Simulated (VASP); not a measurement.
These are PBEsol GGA, VASP's PBE PAW potentials (set 64) (plane waves; VASP) values and carry that method's errors.

VASP input:

**POSCAR**
```
PbTe
1
   -0.0000000000     3.1252636919     3.1252636919
    3.1252636919     0.0000000000     3.1252636919
    3.1252636919     3.1252636919    -0.0000000000
Te Pb
1 1
Direct
  0.5000000000   0.5000000000   0.5000000000
  0.0000000000   0.0000000000   0.0000000000
```

INCAR:
```
SYSTEM=PbTe
PREC=Accurate; ENCUT=500; LREAL=.FALSE.
LASPH=.TRUE.
EDIFF=1E-6; NELM=100; ALGO=Normal
LMAXMIX=4
ISMEAR=0; SIGMA=0.05
GGA=PS
IBRION=2; NSW=40; ISIF=3
EDIFFG=-0.02; PSTRESS=50
LWAVE=.FALSE.; LCHARG=.FALSE.
```

### KPOINTS
```
Automatic
0
gamma
 7 7 7
```

POTCAR, in this order: Te Pb_d (PBE.64 set). Program: vasp_std.

### Question
What will the output report for the number of irreducible k-points (NKPTS), largest plane-wave count, number of space-group operations, FFT grid (NGX, NGY, NGZ)?

### Answer

```json
{
 "number of irreducible k-points (NKPTS)": "20",
 "largest_plane_wave_count": "1564",
 "number_of_space_group_operations": "48",
 "FFT grid (NGX, NGY, NGZ)": "32 × 32 × 32"
}
```

The compound is PbTe in the rock salt structure. It was relaxed first under an external pressure of 5 GPa.
